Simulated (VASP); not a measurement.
Given:

```yaml
crystal:
  lattice:
    - [4.66449, 0.00000, 0.00000]
    - [0.00000, 4.66449, 0.00000]
    - [0.00000, 0.00000, 4.66449]
  atoms:
    - { symbol: Si, position: [0.16188, 0.33812, 0.66188] }
    - { symbol: Si, position: [0.66188, 0.16188, 0.33812] }
    - { symbol: Si, position: [0.83812, 0.83812, 0.83812] }
    - { symbol: Si, position: [0.33812, 0.66188, 0.16188] }
    - { symbol: Ru, position: [0.86882, 0.63118, 0.36882] }
    - { symbol: Ru, position: [0.36882, 0.86882, 0.63118] }
    - { symbol: Ru, position: [0.13118, 0.13118, 0.13118] }
    - { symbol: Ru, position: [0.63118, 0.36882, 0.86882] }
```

The numbers are results of LDA (Ceperley-Alder, Perdew-Zunger), VASP's LDA PAW potentials (set 64) (plane waves; VASP), not measurements. Run with 400 eV cut-off, Gaussian smearing of 0.050 eV, potentials Si Ru_pv.

**Question.** What does the run give for the band gap (along the path) with the smallest direct gap where there is one?

**Answer.** 
```yaml
band gap (along the path): 0.22 eV
smallest direct gap (along the path): 0.36 eV
```

The absolute energy has meaning only against runs of the same code, potentials and settings.

The compound is RuSi in the B20 structure. It was relaxed first.
